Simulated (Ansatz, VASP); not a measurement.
**Two plane-wave programs on AlFe3B**

INCAR

```
PREC = Accurate ; ENCUT = 520
EDIFF = 1E-6 ; ISMEAR = 0
SIGMA = 0.1 ; LREAL = F
LASPH = T ; NELM = 150
ALGO = Normal ; ISIF = 2
LWAVE = F ; LCHARG = F
ISPIN = 2 ; MAGMOM = -0.13 1.53 1.53 1.53 -0.12
LORBIT = 11 ; LMAXMIX = 4
GGA = PE ; NBANDS = 27
```

The input KPOINTS:

```
regular mesh
0
Gamma
  2 2 2
```

File POSCAR:

```
AlFe3B
1.0
    3.8223220000      0.0000000000      0.0000000000
    0.0000000000      3.8223220000      0.0000000000
    0.0000000000      0.0000000000      3.8223220000
Al Fe B
1 3 1
Direct
    0.5000000000      0.5000000000      0.5000000000
    0.5000000000      0.0000000000      0.0000000000
    0.0000000000      0.5000000000      0.0000000000
    0.0000000000      0.0000000000      0.5000000000
    0.0000000000      0.0000000000      0.0000000000
```

Input for Ansatz:

```yaml
crystal:
  lattice:
    - [3.822322, 0.0, 0.0]
    - [0.0, 3.822322, 0.0]
    - [0.0, 0.0, 3.822322]
  atoms:
    - { symbol: Al, position: [0.5, 0.5, 0.5], spin: -0.13 }
    - { symbol: Fe, position: [0.5, 0.0, 0.0], spin: 1.53 }
    - { symbol: Fe, position: [0.0, 0.5, 0.0], spin: 1.53 }
    - { symbol: Fe, position: [0.0, 0.0, 0.5], spin: 1.53 }
    - { symbol: B, position: [0.0, 0.0, 0.0], spin: -0.12 }
basis:
  ecutwfc: 420
kpoints:
  mp_grid: { grid: [2, 2, 2] }
hamiltonian:
  xc: pbe
scf:
  occupations: { method: gaussian, width: 0.1 }
  lower_state_search: "off"
  max_iter: 300
output:
  forces: true
  stress: true
  eigenvalues: true
  populations: true
magnetization:
  spin_polarized: true
```

Alike in both runs: task single point; functional PBE; k mesh 2 × 2 × 2; occupations gaussian, width 0.1 eV; collinear spin.

```csv
,VASP,Ansatz
version,VASP 6.6.1,Ansatz 0.2.0
potentials or method,"VASP PAW PBE potentials, release 64 (Al, Fe, B)","scalar-relativistic, plane waves, PAW"
plane-wave cutoff (eV),520,420
valence electrons in the cell,30,54
```

VASP gave:

- gap on the k mesh at the Fermi level (eV): none
- pressure (GPa): -4.2
- net moment per atom (μB): 0.51
- size of the moment on the site where the two differ most (μB): 0.89

**Question.** Which values does Ansatz return?

**Answer.** gap on the k mesh at the Fermi level (eV): none; pressure (GPa): 1.7; net moment per atom (μB): 1.03; size of the moment on the site where the two differ most (μB): 1.70.

The net moments differ so much that the two runs ended in different magnetic states, which moves the other rows too. Site moments also hang on the region over which each program counts them. A gap of «none» marks a metal or a gap that the smearing closes. The two sets of potentials don't hold the same shells in valence.

Caveats: the k mesh is coarse (spacing up to 0.82 Å⁻¹), so the values aren't converged.
